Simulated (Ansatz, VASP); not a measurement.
# Cross-check of Be (Beryllium) between VASP and Ansatz, part 2 of 2

Wanted: the spread between two codes on one cell, functional and k mesh. The cell is taken from a series of runs on this material, whose earlier steps may have relaxed, scaled, displaced or heated it; both programs get it as it stands.

VASP 6.6.1 and Ansatz 0.2.0.

So far: The starting structure; VASP: relaxation of cell and atoms, PBE; Ansatz: relaxation of cell and atoms, PBE; Differences.

## Step 5: VASP: zone-centre phonons, PBE

Level of this step: PBE; plane waves and PAW (Be) (VASP).

Second derivatives magnify differences that forces hide, and they need a tight electronic threshold.

INCAR reads:

```
SYSTEM = Be
PREC = Accurate
ENCUT = 600
EDIFF = 1E-08
NELM = 120
ISMEAR = 1
SIGMA = 0.2
LREAL = .FALSE.
ALGO = Normal
GGA = PE
NBANDS = 8
LORBIT = 11
LWAVE = .FALSE.
LCHARG = .FALSE.
ISIF = 2
IBRION = 8
LASPH = .TRUE.
GGA_COMPAT = .FALSE.
```

POSCAR reads:

```
Be
1.0
    2.2588336334      0.0000000000      0.0000000000
   -1.1294168167      1.9562073094      0.0000000000
    0.0000000000      0.0000000000      3.5759618230
Be
2
Direct
    0.3333333333      0.6666666667      0.2500000000
    0.6666666667      0.3333333333      0.7500000000
```

KPOINTS reads:

```
Automatic mesh
0
Gamma
8 8 4
0 0 0
```

Potentials, in the order of the species: Be (PBE family, release 64).

The run is started by

```
mpirun -np 1 vasp_std
```

Numbers of over 12 decimals in the logs are rounded to 6 here.

What it wrote:

```text
[... set-up lines as in an earlier step ...]
 entering main loop
       N       E                     dE             d eps       ncg     rms          rms(c)
DAV:   1    -0.267317047982E+01   -0.26732E+01   -0.20759E+03   480   0.470E+02
DAV:   2    -0.754103054916E+01   -0.48679E+01   -0.48446E+01   800   0.578E+01
DAV:   3    -0.755861349495E+01   -0.17583E-01   -0.17579E-01   512   0.305E+00
DAV:   4    -0.755862186861E+01   -0.83737E-05   -0.83736E-05   720   0.820E-02
[...]
DAV:  10    -0.749353819921E+01    0.15515E-06   -0.39022E-09   568   0.613E-04    0.283E-04
DAV:  11    -0.749353805537E+01    0.14383E-06   -0.35849E-09   424   0.636E-04    0.734E-06
DAV:  12    -0.749353805201E+01    0.33638E-08   -0.73849E-11   248   0.649E-05
   1 F= -.74935381E+01 E0= -.74929755E+01  d E =-.168775E-02
 Linear response reoptimize wavefunctions to high precision
DAV:   1    -0.749353805236E+01   -0.35193E-09   -0.34256E-12   336   0.201E-05
DAV:   2    -0.749353805236E+01   -0.28422E-13    0.21157E-13   248   0.235E-06
 Linear response DOF=           2
 Linear response progress:
[...]
RMM:   6    -0.653405004306E-02    0.30678E-07   -0.59429E-11  2570   0.988E-05    0.485E-06
RMM:   7    -0.653403571571E-02    0.14327E-07   -0.21301E-11  2408   0.332E-06    0.198E-06
RMM:   8    -0.653403149243E-02    0.42233E-08    0.68657E-12  2246   0.189E-06    0.308E-07
 first order change of Fermi-energy   0.67664E-05
 force on displaced ion       1 direction 1 :  -3.472   0.000   0.000
 Linear response progress:
  Degree of freedom:   2/  2
       N       E                     dE             d eps       ncg     rms          rms(c)
RMM:   1    -0.184607398940E-01   -0.18461E-01    0.12989E-02  1271   0.654E-01
RMM:   2    -0.136709116292E-01    0.47898E-02    0.16136E-02   848   0.974E-02    0.101E-01
RMM:   3    -0.144162003826E-01   -0.74529E-03    0.38920E-03   833   0.843E-02    0.388E-02
RMM:   4    -0.149003757849E-01   -0.48418E-03    0.55339E-04   852   0.489E-02    0.443E-03
[...]
RMM:   8    -0.149677563516E-01    0.47591E-06   -0.61836E-07   825   0.165E-05    0.101E-06
RMM:   9    -0.149677039250E-01    0.52427E-07   -0.10841E-07   836   0.302E-06    0.339E-07
RMM:  10    -0.149676922263E-01    0.11699E-07   -0.35309E-09   461   0.421E-07    0.968E-08
 first order change of Fermi-energy   0.19151E-04
 force on displaced ion       1 direction 3 :  -0.000  -0.000  -8.512
 Linear response finished
```

From OUTCAR (step 5):

```text
  Total       -0.0490853     -0.0490853      0.1541480      0.0000000     -0.0000000      0.0000000
  in kB       -4.9770235     -4.9770235     15.6299127      0.0000000     -0.0000000      0.0000000
  external PRESSURE =       1.8919552 kB  Pullay stress =       0.0000000 kB

 POSITION                                       TOTAL-FORCE (eV/Angst)
 -----------------------------------------------------------------------------------
     -0.00000      1.30414      0.89399        -0.000000      0.000000      0.000000
      1.12942      0.65207      2.68197         0.000000      0.000000      0.000000
 -----------------------------------------------------------------------------------
    total drift:                                0.000000     -0.000000      0.000000

[... 2 further parts left out ...]
```

## Step 6: Ansatz: zone-centre phonons, PBE

The same cell, functional, mesh and smearing now go to Ansatz, which takes its cutoff from its data sets.

The cell is taken from a series of runs on this material, whose earlier steps may have relaxed, scaled, displaced or heated it; both programs get it as it stands.

input.yaml reads:

```yaml
crystal:
  lattice:
    - [2.2588336334, 0.0, 0.0]
    - [-1.1294168167, 1.9562073094, 0.0]
    - [0.0, 0.0, 3.575961823]
  atoms:
    - { symbol: Be, position: [0.3333333333, 0.6666666667, 0.25] }
    - { symbol: Be, position: [0.6666666667, 0.3333333333, 0.75] }
kpoints:
  mp_grid: { grid: [8, 8, 4] }
hamiltonian:
  xc: pbe
scf:
  occupations: { method: methfessel_paxton, width: 0.2 }
output:
  eigenvalues: true
phonons:
  method: dfpt
  qmesh: [2, 2, 1]
  temperatures: { t_max: 1000, t_step: 50 }
  qpath:
    path:
      - [[0.0, 0.0, 0.0], [0.5, 0.0, 0.0], [0.33333333, 0.33333333, 0.0], [0.0, 0.0, 0.0], [0.0, 0.0, 0.5], [0.5, 0.0, 0.5], [0.33333333, 0.33333333, 0.5], [0.0, 0.0, 0.5]]
      - [[0.5, 0.0, 0.5], [0.5, 0.0, 0.0]]
      - [[0.33333333, 0.33333333, 0.5], [0.33333333, 0.33333333, 0.0]]
    npoints: 10
```

The run is started by

```
ansatz run input.yaml --threads 4 --pin off --max-ram 10240MiB --backend cpu --events-out ev --progress --plain --runs-dir out
```

What it wrote:

```text
[...]
Crystal: 2 atoms, lattice volume = 15.801 Å³
Basis set: ecut = 420 eV, 311 PW (Γ), exchange–correlation on 32×32×48 points (8 copies of the dense FFT grid, shifted against one another)
Bands: 6, of which v1, the nominal top of the filled ones, is band 2 counted from 1 (1 counted from 0)
Symmetry: 24 space group operations
k-points: 30 of 256
[...]
largest difference from the sums on the solved wave vectors: F 6.37e-2 eV, S 1.28e-4 and C_V 6.45e-5 eV/K
  zero-point energy: 0.176519 eV/cell   skipped modes (ω ≤ 0): 3   left out of the sums: 2.87e-5 of the cell's modes: C_V's classical limit lies that fraction below 3 k_B per atom; for a crystal, a wire or a layer, F and S can be off by more, and a phonons.interpolated_qmesh denser along its periods is the remedy for the sampling
[key lines of the parts left out:]
SCF converged after 6 iterations
Free energy (F): -185.487329 eV
Fermi energy:    8.874652 eV
```

## Step 7: Comparison

What differs besides the data sets and the points named for the pairs above, as far as they apply: VASP's run holds the zone centre alone. Total energies have different zeros and are not compared.

Both answers:

| quantity | Ansatz | VASP | difference |
| --- | --- | --- | --- |
| optical mode 1 to 2 (cm⁻¹) | 457.7 | 457.7 | +0.00 % |
| optical mode 3 (cm⁻¹) | 709.6 | 716.7 | -0.98 % |

Modes are paired by rising frequency, not by their patterns, so a pair may set unlike modes beside each other; they are those without the splitting of longitudinal modes.

## Step 8: What came out

* difference in volume (relaxation of cell and atoms, PBE): -0.11 %
* r.m.s. difference of the optical zone-centre modes, each program's sorted by frequency (zone-centre phonons, PBE): 4.1 cm⁻¹
* difference in optical mode 3 (zone-centre phonons, PBE): -1.0 %

In words: The difference in volume is -0.11 % (relaxation of cell and atoms, PBE), within the 1.2 % picked in this series as the mark of a large difference, as far as the stopping tolerances let one tell. Among the rows given in per cent, the largest difference of the zone-centre phonons, PBE pair is in optical mode 3, -1.0 %. Such differences can come from data sets, numerical settings and the points named under the comparisons, not from the functional's error against experiment.

[Lines on the potential files, build, host, timing and source positions are cut from VASP's logs without a mark.]

[Logs are printed without paths, hosts, clocks, repeated set-up lines and the standing remarks that a program may print on its own settings, such as how far it seeks lower states.]

[Hosts, paths, dates, database ids (printed as entryN), source tags and the programs' standing remarks are cut or masked in the printed files.]
